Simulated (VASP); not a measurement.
Computed with vdW-DF-cx, VASP's PBE PAW potentials (set 64) (plane waves; VASP 6.6.1).

VASP ran on this input.

### KPOINTS
```
Automatic mesh
0
Gamma
14 14 14
0 0 0
```

POSCAR:
```
GdN
1
    0.0000000000     2.4683029956     2.4683029956
    2.4683029956     0.0000000000     2.4683029956
    2.4683029956     2.4683029956     0.0000000000
Gd N
1 1
Direct
  0.0000000000   0.0000000000   0.0000000000
  0.5000000000   0.5000000000   0.5000000000
```

### INCAR
```
SYSTEM = GdN
LORBIT = 11   # lm-projected
LREAL = .FALSE.   # projection in real space or not
EDIFF = 1E-7   # SCF stop (eV)
ENCUT = 520   # plane-wave cut-off (eV)
LMAXMIX = 6   # l cut-off of mixed one-centre charges
LUSE_VDW = .TRUE.
PREC = Accurate
ALGO = Normal   # blocked Davidson
ISMEAR = -5   # tetrahedra, Bloechl
ISIF = 2   # forces and stress, cell fixed
NEDOS = 601   # DOS grid
LWAVE = .FALSE.
AGGAC = 0.0
GGA = CX
NELM = 100   # most electronic steps
LASPH = .TRUE.
LCHARG = .TRUE.
```

POTCAR, in this order: Gd_3 N (PBE.64 set). Program: vasp_std.

Output of the run:

File OSZICAR:
```
       N       E                     dE             d eps       ncg     rms          rms(c)
DAV:   1     0.479980132215E+02    0.47998E+02   -0.67278E+03  2288   0.117E+03
DAV:   2    -0.121049063416E+02   -0.60103E+02   -0.56761E+02  3047   0.238E+02
DAV:   3    -0.149541198318E+02   -0.28492E+01   -0.28222E+01  3042   0.428E+01
DAV:   4    -0.149913967279E+02   -0.37277E-01   -0.37222E-01  2837   0.452E+00
DAV:   5    -0.149920030602E+02   -0.60633E-03   -0.60605E-03  3058   0.489E-01    0.285E+01
DAV:   6    -0.130042629736E+02    0.19877E+01   -0.17758E+01  2678   0.256E+01    0.256E+01
DAV:   7    -0.128267449823E+02    0.17752E+00   -0.13564E+00  2631   0.770E+00    0.174E+01
DAV:   8    -0.128262185858E+02    0.52640E-03   -0.12248E-01  2525   0.365E+00    0.532E+00
DAV:   9    -0.128214679324E+02    0.47507E-02   -0.16262E-02  2802   0.994E-01    0.447E-01
DAV:  10    -0.128216723707E+02   -0.20444E-03   -0.55359E-04  3051   0.221E-01    0.318E-01
DAV:  11    -0.128216449333E+02    0.27437E-04   -0.89770E-05  2844   0.727E-02    0.202E-02
DAV:  12    -0.128216457427E+02   -0.80946E-06   -0.33742E-06  2882   0.206E-02    0.429E-03
DAV:  13    -0.128216453095E+02    0.43327E-06   -0.32674E-07  2876   0.448E-03    0.342E-03
DAV:  14    -0.128216453634E+02   -0.53922E-07   -0.19575E-08  1816   0.151E-03
   1 F= -.12821645E+02 E0= -.12821645E+02  d E =0.000000E+00
```

File OUTCAR:
```
------------------------ aborting loop because EDIFF is reached ----------------------------------------
  FORCE on cell =-STRESS in cart. coord.  units (eV):
  Direction    XX          YY          ZZ          XY          YZ          ZX
  --------------------------------------------------------------------------------------
  Total       -0.0070835     -0.0070835     -0.0070835      0.0000000      0.0000000     -0.0000000
  in kB       -0.3773401     -0.3773401     -0.3773401      0.0000000      0.0000000     -0.0000000
  external PRESSURE =      -0.3773401 kB  Pullay stress =       0.0000000 kB
  volume of cell :       30.08
      direct lattice vectors                 reciprocal lattice vectors
     0.000000000  2.468302996  2.468302996    -0.202568324  0.202568324  0.202568324
     2.468302996  0.000000000  2.468302996     0.202568324 -0.202568324  0.202568324
     2.468302996  2.468302996  0.000000000     0.202568324  0.202568324 -0.202568324
 POSITION                                       TOTAL-FORCE (eV/Angst)
 -----------------------------------------------------------------------------------
      0.00000      0.00000      0.00000         0.000000      0.000000     -0.000000
      2.46830      2.46830      2.46830         0.000000     -0.000000      0.000000
 -----------------------------------------------------------------------------------
    total drift:                                0.000000      0.000000      0.000000
  FREE ENERGIE OF THE ION-ELECTRON SYSTEM (eV)
  ---------------------------------------------------
  free  energy   TOTEN  =       -12.8216453634 eV

  energy  without entropy=      -12.8216453634  energy(sigma->0) =      -12.82164536

 total charge

# of ion       s       p       d       tot
------------------------------------------
    1        0.265   6.635   1.312   8.212
    2        1.246   2.398   0.000   3.644
--------------------------------------------------
tot          1.510   9.033   1.312  11.855
```
(Selected blocks of OUTCAR.)

The 4f electrons are frozen in the core of the lanthanide potential, so 4f levels, which can set the real gap, and their magnetism are missing. For a metal the tetrahedron method with Blöchl corrections gives inexact stress and forces.

The compound is GdN in the rock salt structure. It was relaxed first.
